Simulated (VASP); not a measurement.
```xyz
1
Lattice="-3.0555 3.0555 3.0555 3.0555 -3.0555 3.0555 3.0555 3.0555 -3.0555" Properties=species:S:1:pos:R:3 pbc="T T T"
Cs     0.0000     0.0000     0.0000
```

All values below come from PBE GGA, VASP's PBE PAW potentials (set 64) (plane waves; VASP 6.6.1). Numerical set-up: 300 eV cut-off, 5×5×5 Γ-centred mesh, Fermi-Dirac smearing of 0.14 eV, potentials Cs_sv.

Unless said otherwise, spin-orbit coupling is left out, though it shifts the bands of the heavy elements here.

**Question.** Predict the energy per atom (σ→0), band gap (on the k-mesh) with the smallest direct gap where there is one.

**Answer.** 
The band gap (on the k-mesh) is none (metal, semimetal or under 0.01 eV) and the energy per atom (σ→0) is -0.859 eV/atom.

Only differences to runs with the same potentials and settings are physical.

The structure is a typed Cs crystal (Im-3m). The cell was not relaxed at this level.
